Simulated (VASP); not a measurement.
Data:

```
CELL_PARAMETERS angstrom
      2.54861    -1.88201    -0.04602
      2.54861     1.88201    -0.04602
      1.21254     0.00000     2.92733
ATOMIC_POSITIONS crystal
  Hg 0.00000 0.00000 0.00000
```

The numbers are results of PBE GGA, VASP's PBE PAW potentials (set 64) (plane waves; VASP), not measurements. Numerical set-up: 480 eV cut-off, 11×11×11 Γ-centred mesh, first-order Methfessel-Paxton smearing of 0.10 eV, potentials Hg.

Unless said otherwise, spin-orbit coupling is left out, though it shifts the bands of the heavy elements here.

Task: Estimate the energy per atom (σ→0), band gap (on the k-mesh) with the smallest direct gap where there is one.

Result: 
| Item | Value |
|---|---|
| band gap (on the k-mesh) | none (metal, semimetal or under 0.01 eV) |
| energy per atom (σ→0) | -0.163 eV/atom |

The absolute energy has meaning only against runs of the same code, potentials and settings.

The compound is Hg in the a10 structure. It was relaxed first, which changed the volume by +23 %. The start is the result of an earlier pass.
